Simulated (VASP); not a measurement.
Level of theory: PBE GGA, VASP's PBE PAW potentials (set 64) (plane waves; VASP).

A VASP calculation is set up with these files.

INCAR:
```
EDIFF = 1E-6   ! SCF stop (eV)
LCHARG = F
NELM = 100
ISMEAR = 0   ! Gaussian
LASPH = T
ISIF = 2
ENCUT = 520
LREAL = F   ! projection in real space or not
LMAXMIX = 6   ! l cut-off of mixed one-centre charges
PREC = Accurate
SYSTEM = CeO2
GGA = PE
SIGMA = 0.05   ! width (eV)
LWAVE = F
ALGO = Normal
```

File POSCAR:
```
CeO2
1
    0.0000000000     2.7627300000     2.7328950000
    2.7624840000     0.0000000000     2.7328950000
    2.7624840000     2.7627300000     0.0000000000
Ce O
1 2
Direct
  0.0000000000   0.0000000000   0.0000000000
  0.2500000000   0.2500000000   0.2500000000
  0.7356860000   0.7643140000   0.7643140000
```

### KPOINTS
```
K-points
0
gamma
  11 11 11
0 0 0
```

POTCAR, in this order: Ce O (PBE.64 set). Program: vasp_std.

Q: Estimate the energy per atom (σ→0), pressure, largest force.

A: 
```yaml
energy per atom (σ→0): -8.733 eV/atom
pressure: -3.37 GPa
largest_force: 0.478 eV/Å
```

File OSZICAR:
```
...
DAV:  13    -0.262012378541E+02   -0.27449E-02   -0.57167E-02 18832   0.201E+00    0.648E-01
DAV:  14    -0.261997605467E+02    0.14773E-02   -0.42539E-02 18968   0.179E+00    0.282E-01
DAV:  15    -0.261995145790E+02    0.24597E-03   -0.11625E-02 17280   0.100E+00    0.150E-01
DAV:  16    -0.261993991907E+02    0.11539E-03   -0.49089E-03 16040   0.675E-01    0.102E-01
DAV:  17    -0.261993323022E+02    0.66889E-04   -0.17008E-03 17024   0.384E-01    0.507E-02
DAV:  18    -0.261993156209E+02    0.16681E-04   -0.98976E-05 19088   0.935E-02    0.154E-02
DAV:  19    -0.261993153410E+02    0.27991E-06   -0.49320E-06 14960   0.173E-02
   1 F= -.26199315E+02 E0= -.26199315E+02  d E =-.623348E-15
```

The compound is CeO2 in the fluorite structure. The cell was not relaxed at this level, atoms are displaced from their ideal sites. The run is one of a series of settings (KPOINTS 11×11×11 Γ-centred mesh against the base run), some of them coarse on purpose. The run is not spin-polarised, so no magnetic state was tried.
